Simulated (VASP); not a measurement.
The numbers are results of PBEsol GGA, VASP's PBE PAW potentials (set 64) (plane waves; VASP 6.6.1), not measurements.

VASP ran on this input.

KPOINTS:
```
Automatic mesh
0
Gamma
12 12 3
0 0 0
```

### INCAR
```
SYSTEM = Au3Rh
PREC = Accurate
ENCUT = 400
EDIFF = 1E-6
NELM = 100
ALGO = Normal
LREAL = .FALSE.
LASPH = .TRUE.
ISMEAR = 1
SIGMA = 0.1
GGA = PS
LMAXMIX = 6
LWAVE = .FALSE.
LCHARG = .FALSE.
IBRION = 2
ISIF = 3
NSW = 60
EDIFFG = -0.02
```

POSCAR:
```
Au3Rh
1.0
  0.0000000000   2.0078954771   2.0078954771
  2.0078954771   0.0000000000   2.0078954771
  8.0016314886   8.0016314886   0.0299504197
Rh Au
1 3
Direct
  0.0000000000   0.0000000000   0.0000000000
  0.0097576148   0.0097576148   0.2426817889
  1.0000000000   0.0000000000   0.5000000000
  0.9902423852   0.9902423852   0.7573182111
```

POTCAR, in this order: Rh_pv Au (PBE.64 set). Program: vasp_std.

Unless said otherwise, spin-orbit coupling is left out, though it shifts the bands of the heavy elements here.

### Question
What does the run give for the energy per atom (σ→0), volume per atom, band gap (on the k-mesh)?

### Answer

| Property | Value |
|---|---|
| energy per atom (σ→0) | -4.864 eV/atom |
| band gap (on the k-mesh) | none (metal, semimetal or under 0.01 eV) |
| volume per atom | 16.09 Å³/atom |

### OSZICAR
```
...
       N       E                     dE             d eps       ncg     rms          rms(c)
DAV:   1    -0.194591255793E+02   -0.13125E-03   -0.28583E-02  2752   0.918E-01    0.791E-02
DAV:   2    -0.194590448286E+02    0.80751E-04   -0.47963E-04  2924   0.167E-01    0.279E-02
DAV:   3    -0.194590401715E+02    0.46571E-05   -0.11393E-04  2908   0.940E-02    0.394E-02
DAV:   4    -0.194590276760E+02    0.12495E-04   -0.44297E-05  2964   0.565E-02    0.147E-02
DAV:   5    -0.194590247340E+02    0.29420E-05   -0.73430E-06  2832   0.215E-02    0.688E-03
DAV:   6    -0.194590243920E+02    0.34199E-06   -0.81441E-07  1440   0.866E-03
  10 F= -.19459024E+02 E0= -.19457054E+02  d E =-.135668E-03
```

The structure was generated: Au3Rh was put into an ordered model structure (R-3m), which need not be its known phase. This run relaxes it. Symmetry was kept, so distortions that lower it aren't found. The start is the result of an earlier pass.
